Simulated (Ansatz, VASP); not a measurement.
## Two plane-wave programs on Cd15SnS16 (a cell with a defect) (Greenockite)

```
CELL_PARAMETERS angstrom
8.30000 0.00000 0.00000
-4.15000 7.18801 0.00000
0.00000 0.00000 13.47400
ATOMIC_POSITIONS crystal
Sn 0.16667 0.33333 0.01321
Cd 0.16667 0.33333 0.48941
Cd 0.17064 0.83532 0.99687
Cd 0.16129 0.83065 0.50103
Cd 0.66468 0.32936 0.99687
Cd 0.66935 0.33871 0.50103
Cd 0.66468 0.83532 0.99687
Cd 0.66935 0.83065 0.50103
Cd 0.33836 0.16164 0.25484
Cd 0.33274 0.16726 0.74150
Cd 0.33836 0.67672 0.25484
Cd 0.33274 0.66548 0.74150
Cd 0.82328 0.16164 0.25484
Cd 0.83452 0.16726 0.74150
Cd 0.83333 0.66667 0.24522
Cd 0.83333 0.66667 0.75409
S 0.16667 0.33333 0.22233
S 0.16667 0.33333 0.68064
S 0.16846 0.83423 0.18547
S 0.16195 0.83098 0.68813
S 0.66577 0.33154 0.18547
S 0.66902 0.33805 0.68813
S 0.66577 0.83423 0.18547
S 0.66902 0.83098 0.68813
S 0.33666 0.16334 0.44242
S 0.33703 0.16297 0.92969
S 0.33666 0.67332 0.44242
S 0.33703 0.67405 0.92969
S 0.82668 0.16334 0.44242
S 0.82595 0.16297 0.92969
S 0.83333 0.66667 0.43362
S 0.83333 0.66667 0.94164
```

Alike in both runs: functional PBE; k mesh 3 × 3 × 2; occupations fermi-dirac, width 0.01 eV; no spin polarisation.

Ansatz relaxed the structure, and its values are those at the end. VASP's run is a single point on that final structure, the one shown.

|  | VASP | Ansatz |
| --- | --- | --- |
| version | VASP 6.6.1 | Ansatz 0.2.0 |
| potentials or method | VASP PAW PBE potentials, release 64 (Sn_d, Cd, S) | plane-wave PAW, scalar-relativistic |
| plane-wave cutoff (eV) | 520 | 420 |
| valence electrons in the cell | 290 | 410 |

```csv
,VASP,Ansatz,Ansatz less VASP
gap on the k mesh at the Fermi level (eV),0.46,0.46,0.000
pressure (GPa),3.4,3.0,-0.33
rms of the force components (eV/Å),0.007,0.001,-0.0053
```

The two sets of potentials don't hold the same shells in valence. Ansatz warned: «gradients_without_spin_orbit».

Caveats: spin-orbit coupling is left out, which moves the levels of the heavy elements.
